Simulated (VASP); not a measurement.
**TiSi2: the relaxed cell at several levels of theory**

Which functional gives which lattice for TiSi2? The starting structure is a computed structure from the Materials Project. The first relaxation on each setting starts from this cell expanded by 3 % in volume.

Calculated with VASP 6.6.1; Kohn-Sham DFT with plane waves and PAW; PBEsol, LDA, PBE, PBEsol + D3(BJ), r2SCAN and r2SCAN + rVV10.

## 1. Starting point

The structure is orthorhombic, space group Cmcm (No. 63). Conventional cell: a = 3.530 Å, b = 13.519 Å, c = 3.565 Å, α = 90.00°, β = 90.00°, γ = 90.00°. Nearest to Ti lie 10 Si at 2.58 to 2.81 Å. Nearest to Si lie 4 Si at 2.51 Å and 4 Ti at 2.66 to 2.67 Å. Si has 2 Si at 2.38 Å and 6 Ti at 2.58 to 2.81 Å nearest. Farther neighbours are not listed.

Structure file:

```xyz
6
Lattice="3.5302 0.0000 0.0000 0.0000 0.0000 3.5652 1.7651 -6.7593 0.0000" Properties=species:S:1:pos:R:3 pbc="T T T"
Ti    3.5302   -1.3940    0.8913
Ti    1.7651   -5.3653    2.6739
Si    1.7651   -3.3839    0.8913
Si    3.5302   -3.3754    2.6739
Si    3.5302   -5.9718    0.8913
Si    1.7651   -0.7875    2.6739
```

## 2. Relaxation with PBEsol

PBEsol restores the gradient expansion of exchange and is tuned for the cells of solids. This run starts from the cell of an earlier relaxation, which isn't shown; the restart sets up the plane waves anew.

File INCAR:

```
SYSTEM = TiSi2
PREC = Accurate
ENCUT = 450
EDIFF = 1E-06
NELM = 100
ISMEAR = 1
SIGMA = 0.15
LREAL = .FALSE.
ALGO = Normal
GGA = PS
NBANDS = 26
LASPH = .TRUE.
LORBIT = 11
LWAVE = .FALSE.
LCHARG = .FALSE.
KPAR = 8
IBRION = 2
NSW = 50
ISIF = 3
EDIFFG = -0.006
```

File POSCAR:

```
TiSi2
1.0
    3.5186812535      0.0000000000      0.0000000000
    0.0000000000      0.0000000000      3.5563708391
    1.7593406267     -6.6729326557      0.0000000000
Ti Si
2 4
Direct
    0.8975205477      0.2500000000      0.2049589046
    0.1024794523      0.7500000000      0.7950410954
    0.2495168798      0.2500000000      0.5009662404
    0.7504831202      0.7500000000      0.4990337596
    0.5600977303      0.2500000000      0.8798045393
    0.4399022697      0.7500000000      0.1201954607
```

File KPOINTS:

```
Automatic mesh
0
Gamma
8 8 8
0 0 0
```

Potentials, in the order of the species: Ti_sv and Si (PBE family, release 64).

Started as:

```console
$ mpirun -np 8 vasp_std
```

Output:

```text
[banner, memory and clock lines left out]
running    8 mpi-ranks, on    1 nodes
 distrk:  each k-point on    1 cores,    8 groups
 distr:  one band on    1 cores,    1 groups

 POSCAR found type information on POSCAR TiSi
 POSCAR found :  2 types and       6 ions
|                                                                             |
|           W    W    AA    RRRRR   N    N  II  N    N   GGGG   !!!           |
|           W    W   A  A   R    R  NN   N  II  NN   N  G    G  !!!           |
|           W    W  A    A  R    R  N N  N  II  N N  N  G       !!!           |
|           W WW W  AAAAAA  RRRRR   N  N N  II  N  N N  G  GGG   !            |
|           WW  WW  A    A  R   R   N   NN  II  N   NN  G    G                |
|           W    W  A    A  R    R  N    N  II  N    N   GGGG   !!!           |
|                                                                             |
|     For optimal performance we recommend to set                             |
|       NCORE = 2 up to number-of-cores-per-socket                            |
|     NCORE specifies how many cores store one orbital (NPAR=cpu/NCORE).      |
|     This setting can greatly improve the performance of VASP for DFT.       |
|     The default, NCORE=1 might be grossly inefficient on modern             |
|     multi-core architectures or massively parallel machines. Do your        |
|     Unfortunately you need to use the default for GW and RPA                |
|     calculations (for HF NCORE is supported but not extensively tested      |
|     yet).                                                                   |
|                                                                             |

|                                                                             |
|               ----> ADVICE to this user running VASP <----                  |
|                                                                             |
|     You enforced a specific xc type in the INCAR file but a different       |
|     [... a line on the potential file left out ...]
|     I HOPE YOU KNOW WHAT YOU ARE DOING!                                     |
|                                                                             |

 LDA part: xc-table for (Slater+PW92), standard interpolation
 POSCAR, INCAR and KPOINTS ok, starting setup
 FFT: planning ... GRIDC
 FFT: planning ... GRID_SOFT
 FFT: planning ... GRID
 WAVECAR not read
 entering main loop
       N       E                     dE             d eps       ncg     rms          rms(c)
DAV:   1     0.363259288095E+03    0.36326E+03   -0.17768E+04  5460   0.148E+03
DAV:   2    -0.123378672664E+01   -0.36449E+03   -0.35833E+03  5484   0.440E+02
DAV:   3    -0.443638778694E+02   -0.43130E+02   -0.42532E+02  9582   0.125E+02
DAV:   4    -0.474241296944E+02   -0.30603E+01   -0.30457E+01  7464   0.309E+01
DAV:   5    -0.476138080175E+02   -0.18968E+00   -0.18960E+00  8600   0.676E+00    0.199E+01
DAV:   6    -0.444757634452E+02    0.31380E+01   -0.43753E+01  7740   0.469E+01    0.758E+00
DAV:   7    -0.438035638803E+02    0.67220E+00   -0.10602E+01  7410   0.231E+01    0.575E+00
DAV:   8    -0.436928895659E+02    0.11067E+00   -0.96602E-01  7386   0.733E+00    0.935E-01
DAV:   9    -0.436921100806E+02    0.77949E-03   -0.65293E-02  8200   0.189E+00    0.612E-01
DAV:  10    -0.436927524612E+02   -0.64238E-03   -0.11420E-02  7896   0.854E-01    0.183E-01
DAV:  11    -0.436926066211E+02    0.14584E-03   -0.24953E-03  7408   0.358E-01    0.286E-02
DAV:  12    -0.436925982198E+02    0.84013E-05   -0.18263E-04  7796   0.975E-02    0.767E-03
DAV:  13    -0.436925978914E+02    0.32839E-06   -0.61443E-06  6444   0.229E-02
   1 F= -.43692598E+02 E0= -.43693079E+02  d E =-.436926E+02
 curvature:   0.00 expect dE= 0.000E+00 dE for cont linesearch  0.000E+00
 trial: gam= 0.00000 g(F)=  0.193E-05 g(S)=  0.746E-04 ort = 0.000E+00 (trialstep = 0.100E+01)
 search vector abs. value=  0.766E-04
 bond charge predicted
       N       E                     dE             d eps       ncg     rms          rms(c)
DAV:   1    -0.436932318078E+02   -0.63359E-03   -0.15275E-02  8146   0.136E+00    0.235E-01
DAV:   2    -0.436927937691E+02    0.43804E-03   -0.83800E-03  7628   0.737E-01    0.821E-02
DAV:   3    -0.436925766227E+02    0.21715E-03   -0.16538E-03  7976   0.275E-01    0.380E-02
DAV:   4    -0.436925626468E+02    0.13976E-04   -0.14726E-04  8478   0.847E-02    0.975E-03
DAV:   5    -0.436925694150E+02   -0.67682E-05   -0.16994E-05  8072   0.240E-02    0.864E-03
DAV:   6    -0.436925758615E+02   -0.64465E-05   -0.83892E-06  7680   0.114E-02    0.389E-03
DAV:   7    -0.436925776008E+02   -0.17393E-05   -0.18331E-06  5440   0.636E-03    0.758E-04
DAV:   8    -0.436925777916E+02   -0.19080E-06   -0.48684E-07  3244   0.350E-03
   2 F= -.43692578E+02 E0= -.43693060E+02  d E =0.200998E-04
 trial-energy change:    0.000020  1 .order    0.000006   -0.000077    0.000089
 step:   0.3479(harm=  0.4630)  dis= 0.00007  next Energy=   -43.692611 (dE=-0.127E-04)
 bond charge predicted
       N       E                     dE             d eps       ncg     rms          rms(c)
DAV:   1    -0.436928975226E+02   -0.31992E-03   -0.66075E-03  8118   0.891E-01    0.156E-01
DAV:   2    -0.436927079190E+02    0.18960E-03   -0.37016E-03  7558   0.488E-01    0.548E-02
DAV:   3    -0.436926123947E+02    0.95524E-04   -0.73514E-04  7936   0.184E-01    0.254E-02
DAV:   4    -0.436926048767E+02    0.75180E-05   -0.62733E-05  8372   0.554E-02    0.620E-03
DAV:   5    -0.436926065218E+02   -0.16451E-05   -0.74735E-06  7852   0.159E-02    0.560E-03
DAV:   6    -0.436926074974E+02   -0.97561E-06   -0.33597E-06  6344   0.740E-03
   3 F= -.43692607E+02 E0= -.43693090E+02  d E =-.960599E-05
 curvature:  -0.22 expect dE=-0.147E-05 dE for cont linesearch -0.669E-06
 trial: gam= 0.00000 g(F)=  0.136E-05 g(S)=  0.530E-05 ort =-0.152E-04 (trialstep = 0.870E+00)
 search vector abs. value=  0.666E-05
 reached required accuracy - stopping structural energy minimisation
```

It took 50 s on 8 MPI ranks of AMD EPYC 7R43, shared host; peak memory 2.2 GiB.

Lines that name or quote the potential files are left out of all logs, and their timing lines are given in words.

From OUTCAR (step 2):

```text
ion  position               nearest neighbor table
   1  0.898  0.250  0.205-   6 2.56   6 2.56   6 2.56   6 2.56   3 2.65   3 2.65   4 2.65   4 2.65
                             5 2.79   5 2.79
   2  0.102  0.750  0.795-   5 2.56   5 2.56   5 2.56   5 2.56   4 2.65   4 2.65   3 2.65   3 2.65
                             6 2.79   6 2.79
   3  0.250  0.250  0.501-   4 2.50   4 2.50   4 2.50   4 2.50   1 2.65   1 2.65   2 2.65   2 2.65
                             5 3.08   5 3.08   6 3.10   6 3.10
   4  0.750  0.750  0.499-   3 2.50   3 2.50   3 2.50   3 2.50   2 2.65   2 2.65   1 2.65   1 2.65
                             6 3.08   6 3.08   5 3.10   5 3.10
   5  0.560  0.250  0.880-   6 2.39   6 2.39   2 2.56   2 2.56   2 2.56   2 2.56   1 2.79   1 2.79
                             3 3.08   3 3.08   4 3.10   4 3.10
   6  0.440  0.750  0.120-   5 2.39   5 2.39   1 2.56   1 2.56   1 2.56   1 2.56   2 2.79   2 2.79
                             4 3.08   4 3.08   3 3.10   3 3.10

  LATTYP: Found a base centered orthorhombic cell.
 ALAT       =     3.5186812535
 B/A-ratio  =     3.7928599807
 C/A-ratio  =     1.0107112816

 Subroutine GETGRP returns: Found  8 space group operations
 (whereof  4 operations were pure point group operations)

The static configuration has the point symmetry C_2h.
 The point group associated with its full space group is D_2h.

 Found    105 irreducible k-points:

   k-points           NKPTS =    105   k-points in BZ     NKDIM =    105   number of bands    NBANDS=     26

   dimension x,y,z NGX =    24 NGY =   28 NGZ =   48
   dimension x,y,z NGXF=    48 NGYF=   56 NGZF=   96

   ENCUT  =  450.0 eV  33.07 Ry    5.75 a.u.   6.09  6.15 11.94*2*pi/ulx,y,z

   NELECT =      40.0000    total number of electrons

 k-points in reciprocal lattice and weights: Automatic mesh
   0.00000000  0.00000000  0.00000000       0.002
   0.12500000  0.00000000  0.00000000       0.008
   0.25000000  0.00000000  0.00000000       0.008
   0.37500000  0.00000000  0.00000000       0.008
   0.50000000  0.00000000  0.00000000       0.004
   0.00000000  0.12500000  0.00000000       0.004
   0.12500000  0.12500000  0.00000000       0.016
   0.25000000  0.12500000  0.00000000       0.016
   0.37500000  0.12500000  0.00000000       0.016
[...]
0.00000000  0.37500000  0.50000000       0.004
   0.00000000  0.50000000  0.50000000       0.002

 average (electrostatic) potential at core
       1 -69.7597       2 -69.7597       3 -78.7290       4 -78.7290       5 -78.6425
       6 -78.6425

 E-fermi :  10.7267

 k-point     1 :       0.0000    0.0000    0.0000
  band No.  band energies     occupation
    ...
     15       8.1452      2.00000
     16       8.1963      2.00000
     17       8.5159      2.00000
     18       8.6733      2.00000
     19       8.7009      2.00000
     20      11.1527     -0.00044
     21      11.5284     -0.00000
     22      11.5358     -0.00000
     23      11.6037     -0.00000
     24      12.0289     -0.00000
    ...

 k-point     2 :       0.1250    0.0000    0.0000
  band No.  band energies     occupation
    ...
     15       7.8950      2.00000
     16       8.0936      2.00000
     17       8.2829      2.00000
     18       9.0769      2.00000
     19       9.2116      2.00000
     20      10.9033     -0.07018
     21      11.2991     -0.00000
     22      11.6139     -0.00000
     23      11.6647     -0.00000
     24      11.8492     -0.00000
    ...

 k-point     3 :       0.2500    0.0000    0.0000
  band No.  band energies     occupation
    ...
     16       8.2119      2.00000
     17       8.2137      2.00000
     18       9.2929      2.00000
     19       9.6204      2.00000
     20      10.1396      2.00000
     21      11.2411     -0.00001
     22      11.4906     -0.00000
     23      11.6072     -0.00000
     24      12.0269     -0.00000
     25      12.2970     -0.00000
    ...

  Total        0.0063288      0.0188199      0.0162932      0.0000000      0.0000000      0.0000000
  in kB        0.1214866      0.3612616      0.3127595      0.0000000      0.0000000      0.0000000
  external PRESSURE =       0.2651692 kB  Pullay stress =       0.0000000 kB

  energy-cutoff  :      450.00
  volume of cell :       83.47
      direct lattice vectors                 reciprocal lattice vectors
     3.518023926 -0.000000000  0.000000000     0.284250483  0.074937515  0.000000000
     0.000000000  0.000000000  3.555791614    -0.000000000 -0.000000000  0.281231329
     1.759011963 -6.672225493 -0.000000000    -0.000000000 -0.149875031  0.000000000

 POSITION                                       TOTAL-FORCE (eV/Angst)
 -----------------------------------------------------------------------------------
      3.51802     -1.36755      0.88895         0.000000      0.000110      0.000000
      1.75901     -5.30468      2.66684        -0.000000     -0.000110     -0.000000
      1.75901     -3.34249      0.88895         0.000000      0.003685      0.000000
      3.51802     -3.32974      2.66684        -0.000000     -0.003685     -0.000000
      3.51802     -5.87026      0.88895         0.000000      0.000713      0.000000
      1.75901     -0.80197      2.66684        -0.000000     -0.000713     -0.000000
 -----------------------------------------------------------------------------------
    total drift:                                0.000000     -0.000000     -0.000000

  FREE ENERGIE OF THE ION-ELECTRON SYSTEM (eV)
  ---------------------------------------------------
  free  energy   TOTEN  =       -43.6926074974 eV

  energy  without entropy=      -43.6940536572  energy(sigma->0) =      -43.69308955

 reached required accuracy - stopping structural energy minimisation

 total charge
# of ion       s       p       d       tot
------------------------------------------
    1        2.167   6.150   2.130  10.447
    2        2.167   6.150   2.130  10.447
    3        0.748   0.893   0.000   1.641
    4        0.748   0.893   0.000   1.641
    5        0.771   0.918   0.000   1.689
    6        0.771   0.918   0.000   1.689
--------------------------------------------------
tot          7.371  15.922   4.260  27.553

[... 3 further parts left out ...]
```

CONTCAR:

```
TiSi2
   1.00000000000000
     3.5180239260152906   -0.0000000000000028    0.0000000000000000
     0.0000000000000000    0.0000000000000000    3.5557916138060803
     1.7590119629576599   -6.6722254926340057   -0.0000000000000000
  Ti              Si
     2     4
Direct
     0.8975194758833031    0.2500000000000000    0.2049610482333866
     0.1024805241166969    0.7500000000000000    0.7950389517666134
     0.2495223841001117    0.2500000000000000    0.5009552317997696
     0.7504776158998884    0.7500000000000000    0.4990447682002304
     0.5600973335471250    0.2500000000000000    0.8798053328057481
     0.4399026664528750    0.7500000000000000    0.1201946671942519
```

The PAW data sets were made with PBE, which is usual practice but a small mismatch for other functionals. The run keeps the 8 symmetry operations of its start, so it cannot find a distortion of lower symmetry.

With PBEsol the relaxed cell holds 13.911 Å³ an atom, -1.89 % against the starting cell, with a = 3.518 Å, b = 13.344 Å and c = 3.556 Å.

## 3. Relaxation with LDA

LDA, the lowest rung, knows the local density alone. This run starts from the cell of an earlier relaxation, which isn't shown; the restart sets up the plane waves anew.

Edit INCAR of step 2 so:

```diff
@@ -9,3 +9,3 @@
 ALGO = Normal
-GGA = PS
+GGA = CA
 NBANDS = 26
```

File POSCAR:

```
TiSi2
1.0
    3.4887198999      0.0000000000      0.0000000000
    0.0000000000      0.0000000000      3.5317929755
    1.7443599499     -6.6306694127      0.0000000000
Ti Si
2 4
Direct
    0.8975091006      0.2500000000      0.2049817988
    0.1024908994      0.7500000000      0.7950182012
    0.2494764651      0.2500000000      0.5010470698
    0.7505235349      0.7500000000      0.4989529302
    0.5598388136      0.2500000000      0.8803223729
    0.4401611864      0.7500000000      0.1196776271
```

KPOINTS is that of step 2.

Potentials, in the order of the species: Ti_sv and Si (LDA family, release 64).

Started as:

```console
$ mpirun -np 8 vasp_std
```

Output:

```text
[banner, memory and clock lines left out]
running    8 mpi-ranks, on    1 nodes
[...]
[... a notice as in an earlier step ...]

 LDA part: xc-table for (Slater(with rela. corr.)+CA(PZ))
 , standard interpolation
 POSCAR, INCAR and KPOINTS ok, starting setup
[...]
entering main loop
       N       E                     dE             d eps       ncg     rms          rms(c)
DAV:   1     0.362860642992E+03    0.36286E+03   -0.17872E+04  5460   0.148E+03
DAV:   2    -0.220470966699E+01   -0.36507E+03   -0.35902E+03  5496   0.438E+02
DAV:   3    -0.454460406842E+02   -0.43241E+02   -0.42652E+02  9580   0.125E+02
DAV:   4    -0.484753101203E+02   -0.30293E+01   -0.30156E+01  7414   0.308E+01
[...]
DAV:  11    -0.450087148868E+02    0.48922E-04   -0.15615E-03  7528   0.288E-01    0.282E-02
DAV:  12    -0.450087093153E+02    0.55716E-05   -0.14229E-04  8054   0.858E-02    0.751E-03
DAV:  13    -0.450087087324E+02    0.58286E-06   -0.58055E-06  6326   0.217E-02
   1 F= -.45008709E+02 E0= -.45009167E+02  d E =-.450087E+02
[...]
DAV:   6    -0.450086984387E+02   -0.27560E-05   -0.46613E-06  6956   0.868E-03    0.283E-03
DAV:   7    -0.450086990347E+02   -0.59605E-06   -0.11275E-06  4086   0.547E-03
   2 F= -.45008699E+02 E0= -.45009160E+02  d E =0.969770E-05
 trial-energy change:    0.000010  1 .order   -0.000000   -0.000039    0.000039
 step:   0.3354(harm=  0.5006)  dis= 0.00008  next Energy=   -45.008715 (dE=-0.626E-05)
[...]
N       E                     dE             d eps       ncg     rms          rms(c)
DAV:   1    -0.450088635955E+02   -0.16516E-03   -0.36302E-03  8000   0.715E-01    0.113E-01
DAV:   2    -0.450087635477E+02    0.10005E-03   -0.19407E-03  7570   0.359E-01    0.400E-02
DAV:   3    -0.450087137311E+02    0.49817E-04   -0.40156E-04  7918   0.135E-01    0.169E-02
DAV:   4    -0.450087107859E+02    0.29451E-05   -0.32137E-05  8422   0.406E-02    0.476E-03
DAV:   5    -0.450087120618E+02   -0.12759E-05   -0.37315E-06  6764   0.112E-02    0.410E-03
DAV:   6    -0.450087131923E+02   -0.11305E-05   -0.21311E-06  5166   0.595E-03    0.176E-03
DAV:   7    -0.450087134043E+02   -0.21198E-06   -0.46140E-07  3182   0.376E-03
   3 F= -.45008713E+02 E0= -.45009173E+02  d E =-.467183E-05
[...]
reached required accuracy - stopping structural energy minimisation
```

The job ended after 40 s (8 MPI ranks; peak memory 2 GiB).

OUTCAR, selected parts (step 3):

```text
  Total        0.0062188      0.0001542      0.0080710      0.0000000      0.0000000      0.0000000
  in kB        0.1219916      0.0030250      0.1583262      0.0000000      0.0000000      0.0000000
  external PRESSURE =       0.0944476 kB  Pullay stress =       0.0000000 kB

 POSITION                                       TOTAL-FORCE (eV/Angst)
 -----------------------------------------------------------------------------------
      3.48839     -1.35910      0.88286        -0.000000     -0.002634     -0.000000
      1.74419     -5.27083      2.64858         0.000000      0.002634      0.000000
      1.74419     -3.32185      0.88286         0.000000      0.003430      0.000000
      3.48839     -3.30809      2.64858        -0.000000     -0.003430     -0.000000
      3.48839     -5.83644      0.88286         0.000000      0.002766      0.000000
      1.74419     -0.79349      2.64858        -0.000000     -0.002766     -0.000000
 -----------------------------------------------------------------------------------
    total drift:                                0.000000     -0.000000      0.000000

  FREE ENERGIE OF THE ION-ELECTRON SYSTEM (eV)
  ---------------------------------------------------
  free  energy   TOTEN  =       -45.0087134043 eV

  energy  without entropy=      -45.0100909080  energy(sigma->0) =      -45.00917257

[... 2 parts as in an earlier step ...]

[... 2 further parts left out ...]
[key lines of the parts left out:]
E-fermi :  10.9684
```

With LDA the relaxed cell holds 13.612 Å³ an atom, -3.99 % against the starting cell, with a = 3.488 Å, b = 13.260 Å and c = 3.531 Å. That is -2.15 % from PBEsol.

(Part 1 of 2 ends here.)

[Lines on the potential files, build, host, timing and source positions are cut from VASP's logs without a mark.]

[Logs are printed without paths, hosts, clocks, repeated set-up lines and the standing remarks that a program may print on its own settings, such as how far it seeks lower states.]

[Hosts, paths, dates, database ids (printed as entryN), source tags and the programs' standing remarks are cut or masked in the printed files.]
